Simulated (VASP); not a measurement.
The system is TaAs.

```xyz
4
Lattice="-1.7218 1.7218 5.8679 1.7218 -1.7218 5.8679 1.7218 1.7218 -5.8679" Properties=species:S:1:pos:R:3 pbc="T T T"
Ta    1.7218    0.0000    5.8676
Ta    0.0000    0.0000    8.8015
As    1.7218    0.0000    0.9698
As    0.0000    0.0000    3.9037
```

The cell is a database's computed one.

Base run:

```yaml
Program: VASP 6.6.1
Functional: PBE
Potentials_or_basis: VASP PAW PBE potentials, release 64 (Ta_pv, As)
Cutoff: 520 eV
k_mesh: 13 × 13 × 13
Occupations: fermi-dirac, width 0.05 eV
Spin: no spin polarisation
```

Its results: band gap on the k mesh none (metal or under the smearing width); pressure 2.6 GPa.

Question: The run is repeated on the same cell with these changes: functional from PBE to r2SCAN. What comes out?

Answer: Band gap on the k mesh none (metal or under the smearing width); pressure 0.0 GPa.

Caveats: the PAW data sets were made with another functional, which shifts forces and pressure a little (some runs).
